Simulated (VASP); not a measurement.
A run of VASP 6.6.1 is set up as follows.

INCAR

```
PREC = Accurate ; ENCUT = 520
EDIFF = 1E-7 ; ISMEAR = -1
SIGMA = 0.05 ; LREAL = False
LASPH = True ; NELM = 100
ALGO = Normal ; ISIF = 2
LWAVE = False ; LCHARG = False
GGA = PE ; NBANDS = 10
```

Contents of KPOINTS:

```
Automatic mesh
0
Gamma
  10 10 14
```

The input POSCAR:

```
BeB
1.0
    3.1184400000      0.0000000000      0.0000000000
   -1.5592200000      2.7006500000      0.0000000000
    0.0000000000      0.0000000000      1.8277900000
Be B
1 1
Direct
    0.0000000000      0.0000000000      0.5000000000
    0.3333300000      0.6666700000      0.0000000000
```

Potentials or basis: VASP PAW PBE potentials, release 64 (Be, B).

The run is started by

```bash
$ cat potpaw_PBE.64/Be/POTCAR potpaw_PBE.64/B/POTCAR > POTCAR
$ mpirun -np 1 vasp_std > vasp.out
```

**Question.** Estimate the pressure.

**Answer.** 0.2 GPa.

**Question.** Estimate the band gap on the k mesh.

**Answer.** None (metal or under the smearing width).

Stress tensor (GPa, compression positive):
```
-0.05  0.00  0.00
 0.00 -0.05  0.00
 0.00  0.00  0.57
```
